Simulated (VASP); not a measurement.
Level of theory: PBE GGA, VASP's PBE PAW potentials (set 64) (plane waves; VASP).

A VASP calculation is set up with these files.

File KPOINTS:
```
Automatic mesh
0
Gamma
7 7 4
0 0 0
```

**INCAR**
```
! general
SYSTEM =Ga2O3
PREC   =Accurate
ENCUT  =240
LREAL  =F   ! projection in real space or not
LASPH  =T

! electronic loop
EDIFF  =1E-6   ! SCF stop (eV)
NELM   =100
ALGO   =Normal
LMAXMIX=4

! smearing
ISMEAR =0
SIGMA  =0.01   ! width (eV)

! functional
GGA    =PE   ! PBE

! ions
ISIF   =2

! output
LWAVE  =F
LCHARG =F
```

File POSCAR:
```
Ga2O3
1
    6.1623400000    -1.5292710000     0.0000000000
    6.1623400000     1.5292710000     0.0000000000
   -1.3891100000     0.0000000000     5.6706910000
Ga O
4 6
Direct
  0.3411600000   0.3411600000   0.6852700000
  0.6588400000   0.6588400000   0.3147300000
  0.9095300000   0.9095300000   0.2052100000
  0.0904700000   0.0904700000   0.7947900000
  0.5035300000   0.5035300000   0.7433400000
  0.4964700000   0.4964700000   0.2566600000
  0.8266300000   0.8266300000   0.4367700000
  0.1733700000   0.1733700000   0.5632300000
  0.1645000000   0.1645000000   0.1091500000
  0.8355000000   0.8355000000   0.8908500000
```

POTCAR, in this order: Ga_d O (PBE.64 set). Program: vasp_std.

The resulting files:

File OUTCAR:
```
 ion  position               nearest neighbor table
   1  0.341  0.341  0.685-   5 1.95  10 1.96  10 1.96   8 2.02   7 2.09   7 2.09
   2  0.659  0.659  0.315-   6 1.95   9 1.96   9 1.96   7 2.02   8 2.09   8 2.09
   3  0.910  0.910  0.205-  10 1.85   6 1.85   6 1.85   7 1.88
   4  0.090  0.090  0.795-   9 1.85   5 1.85   5 1.85   8 1.88
   5  0.504  0.504  0.743-   4 1.85   4 1.85   1 1.95
   6  0.496  0.496  0.257-   3 1.85   3 1.85   2 1.95
   7  0.827  0.827  0.437-   3 1.88   2 2.02   1 2.09   1 2.09
   8  0.173  0.173  0.563-   4 1.88   1 2.02   2 2.09   2 2.09
   9  0.164  0.164  0.109-   4 1.85   2 1.96   2 1.96
  10  0.836  0.836  0.891-   3 1.85   1 1.96   1 1.96
  LATTYP: Found a base centered monoclinic cell.
 ALAT       =    12.3246800000
 B/A-ratio  =     0.2481640091
 C/A-ratio  =     0.4737123207
 COS(beta)  =    -0.2379284116
 Subroutine PRICEL returns:
 Original cell was already a primitive cell.
 Subroutine GETGRP returns: Found  4 space group operations
The static configuration has the point symmetry C_2h.
The dynamic configuration has the point symmetry C_2h.
 Subroutine INISYM returns: Found  4 space group operations
 Subroutine IBZKPT returns following result:
 Found     60 irreducible k-points:

 Following reciprocal coordinates:
            Coordinates               Weight
  0.000000  0.000000  0.000000      1.000000
  0.142857  0.000000  0.000000      4.000000
  0.285714  0.000000  0.000000      4.000000
  0.428571  0.000000  0.000000      4.000000
  0.142857  0.142857  0.000000      2.000000
  0.285714  0.142857  0.000000      4.000000
  0.428571  0.142857  0.000000      4.000000
 -0.428571  0.142857  0.000000      4.000000
 -0.285714  0.142857 -0.000000      4.000000
 -0.142857  0.142857  0.000000      2.000000
  0.285714  0.285714  0.000000      2.000000
  0.428571  0.285714 -0.000000      4.000000
 -0.428571  0.285714  0.000000      4.000000
 -0.285714  0.285714  0.000000      2.000000
  0.428571  0.428571  0.000000      2.000000
 -0.428571  0.428571  0.000000      2.000000
  0.000000  0.000000  0.250000      2.000000
  0.142857  0.000000  0.250000      4.000000
  0.285714  0.000000  0.250000      4.000000
  0.428571  0.000000  0.250000      4.000000
 -0.428571 -0.000000  0.250000      4.000000
 -0.285714 -0.000000  0.250000      4.000000
 -0.142857 -0.000000  0.250000      4.000000
  0.142857  0.142857  0.250000      2.000000
  0.285714  0.142857  0.250000      4.000000
  0.428571  0.142857  0.250000      4.000000
 -0.428571  0.142857  0.250000      4.000000
 -0.285714  0.142857  0.250000      4.000000
 -0.142857  0.142857  0.250000      4.000000
  0.285714  0.285714  0.250000      2.000000
  0.428571  0.285714  0.250000      4.000000
 -0.428571  0.285714  0.250000      4.000000
 -0.285714  0.285714  0.250000      4.000000
 -0.142857  0.285714  0.250000      4.000000
  0.428571  0.428571  0.250000      2.000000
 -0.428571  0.428571  0.250000      4.000000
 -0.285714  0.428571  0.250000      4.000000
 -0.142857  0.428571  0.250000      4.000000
 -0.428571 -0.428571  0.250000      2.000000
 -0.285714 -0.428571  0.250000      4.000000
   k-points           NKPTS =     60   k-points in BZ     NKDIM =     60   number of bands    NBANDS=     52
   number of dos      NEDOS =    301   number of ions     NIONS =     10
   total plane-waves  NPLWV =  30720
   dimension x,y,z NGX =    32 NGY =   32 NGZ =   30
   dimension x,y,z NGXF=    64 NGYF=   64 NGZF=   60
   ions per type =               4   6
   PREC   = accura    normal or accurate (medium, high low for compatibility)
   ISTART =      0    job   : 0-new  1-cont  2-samecut
...
```

File OSZICAR:
```
       N       E                     dE             d eps       ncg     rms          rms(c)
DAV:   1     0.838087820274E+03    0.83809E+03   -0.26035E+04  6868   0.185E+03
DAV:   2     0.689399309292E+02   -0.76915E+03   -0.74118E+03  7136   0.513E+02
DAV:   3    -0.586996541388E+02   -0.12764E+03   -0.12480E+03  7036   0.174E+02
DAV:   4    -0.664454835949E+02   -0.77458E+01   -0.76883E+01  8424   0.464E+01
DAV:   5    -0.665878174008E+02   -0.14233E+00   -0.14196E+00  7352   0.610E+00    0.142E+01
DAV:   6    -0.623134345718E+02    0.42744E+01   -0.93265E+00 11240   0.378E+01    0.770E+00
DAV:   7    -0.619491166679E+02    0.36432E+00   -0.13781E+00  7976   0.679E+00    0.408E+00
DAV:   8    -0.618603329872E+02    0.88784E-01   -0.44158E-01  8008   0.658E+00    0.623E-01
DAV:   9    -0.618499027879E+02    0.10430E-01   -0.51596E-02  9740   0.356E+00    0.198E-01
DAV:  10    -0.618506521294E+02   -0.74934E-03   -0.12970E-02  9700   0.131E+00    0.105E-01
DAV:  11    -0.618512047748E+02   -0.55265E-03   -0.34757E-03  6788   0.645E-01    0.711E-02
DAV:  12    -0.618512097429E+02   -0.49682E-05   -0.82049E-04  8972   0.403E-01    0.164E-02
DAV:  13    -0.618512140116E+02   -0.42687E-05   -0.14879E-04  9560   0.140E-01    0.758E-03
DAV:  14    -0.618512210389E+02   -0.70273E-05   -0.33102E-05  6812   0.655E-02    0.318E-03
DAV:  15    -0.618512212263E+02   -0.18740E-06   -0.75574E-06  7484   0.352E-02
   1 F= -.61851221E+02 E0= -.61851221E+02  d E =-.830909E-44
```

File OUTCAR:
```
------------------------ aborting loop because EDIFF is reached ----------------------------------------
  FORCE on cell =-STRESS in cart. coord.  units (eV):
  Direction    XX          YY          ZZ          XY          YZ          ZX
  --------------------------------------------------------------------------------------
  Total      -72.4361104    -71.5193884    -72.5696074      0.0000000      0.0000000      0.3352971
  in kB    -1085.8494525  -1072.1073821  -1087.8506308      0.0000000      0.0000000      5.0262525
  external PRESSURE =   -1081.9358218 kB  Pullay stress =       0.0000000 kB
  volume of cell :      106.88
      direct lattice vectors                 reciprocal lattice vectors
     6.162340000 -1.529271000  0.000000000     0.081138009 -0.326953169  0.019875818
     6.162340000  1.529271000  0.000000000     0.081138009  0.326953169  0.019875818
    -1.389110000  0.000000000  5.670691000     0.000000000  0.000000000  0.176345352
 POSITION                                       TOTAL-FORCE (eV/Angst)
 -----------------------------------------------------------------------------------
      3.25277      0.00000      3.88595         0.022806      0.000000      0.031620
      7.68280      0.00000      1.78474        -0.022806      0.000000     -0.031620
     10.92461      0.00000      1.16368         0.090248      0.000000     -0.023845
      0.01096      0.00000      4.50701        -0.090248      0.000000      0.023845
      5.17327      0.00000      4.21525         0.038114      0.000000      0.017738
      5.76230      0.00000      1.45544        -0.038114      0.000000     -0.017738
      9.58123      0.00000      2.47679         0.271478      0.000000     -0.171637
      1.35434      0.00000      3.19390        -0.271478      0.000000      0.171637
      1.87579      0.00000      0.61896        -0.064271      0.000000     -0.025588
      9.05978      0.00000      5.05174         0.064271      0.000000      0.025588
 -----------------------------------------------------------------------------------
    total drift:                                0.000000      0.000000      0.000000
  FREE ENERGIE OF THE ION-ELECTRON SYSTEM (eV)
  ---------------------------------------------------
  free  energy   TOTEN  =       -61.8512212263 eV

  energy  without entropy=      -61.8512212263  energy(sigma->0) =      -61.85122123
```
(Selected blocks of OUTCAR.)

At this cut-off the stress carries a Pulay error, which pulls relaxed volumes low.

The structure comes from a computed database's Ga2O3 entry; how it stands against other phases isn't given here. The cell was not relaxed at this level. The run is one of a series of settings (ENCUT = 240 against the base run), some of them coarse on purpose.
